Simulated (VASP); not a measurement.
Set up this calculation in VASP 6.6.1, as the native input.

* Task: single point
* Functional: PBE
* Potentials or basis: VASP PAW PBE potentials, release 64 (Rb_sv, W_sv)
* Cutoff: 520 eV
* k mesh: 6 × 6 × 2
* Occupations: gaussian, width 0.1 eV
* Spin: no spin polarisation
* Dipole correction: no
* Further INCAR settings: ALGO = Normal; EDIFF = 1e-07; NBANDS = 26

The structure of RbW2 lies in POSCAR:

```
RbW2
1.0
    4.0460034800      0.0000000000      0.0000000000
   -2.0230017400      3.5039418000      0.0000000000
    0.0000000000      0.0000000000      8.5637767100
Rb W
1 2
Direct
    0.0000000000      0.0000000000      0.5000000000
    0.3333333300      0.6666666700      0.8700747400
    0.6666666700      0.3333333300      0.1299252600
```

The cell was built by a generator and needn't be a form met in nature.

The input as run:

INCAR

```
SYSTEM = RbW2
  PREC = Accurate
  ENCUT = 520
  EDIFF = 1E-7
  ISMEAR = 0
  SIGMA = 0.1
  LREAL = .False.
  LASPH = .True.
  NELM = 100
  ALGO = Normal
  ISIF = 2
  LWAVE = .False.
  LCHARG = .False.
  GGA = PE
  NBANDS = 26
```

KPOINTS

```
regular mesh
0
Gamma
  6 6 2
  0 0 0
```

Potentials or basis: VASP PAW PBE potentials, release 64 (Rb_sv, W_sv).

The run is started by

```console
$ cat potpaw_PBE.64/Rb_sv/POTCAR potpaw_PBE.64/W_sv/POTCAR > POTCAR
$ mpirun -np 1 vasp_std > vasp.out
```

It gave:

The pressure is -16.7 GPa and the largest force is 5.684 eV/Å. The band gap on the k mesh is none (metal or under the smearing width).

Caveat: the k mesh is coarse (spacing up to 0.37 Å⁻¹), so the values aren't converged; so large a pressure means that the cell lies far from this level's equilibrium, or that cutoff or potentials fall short; forces of over 1 eV/Å show positions far from the minimum, so gaps and moduli don't describe the material at rest.

It took 33 s on 1 thread of Intel(R) Xeon(R) Platinum 8488C (Sapphire Rapids) (shared host), peak memory 0.24 GiB.
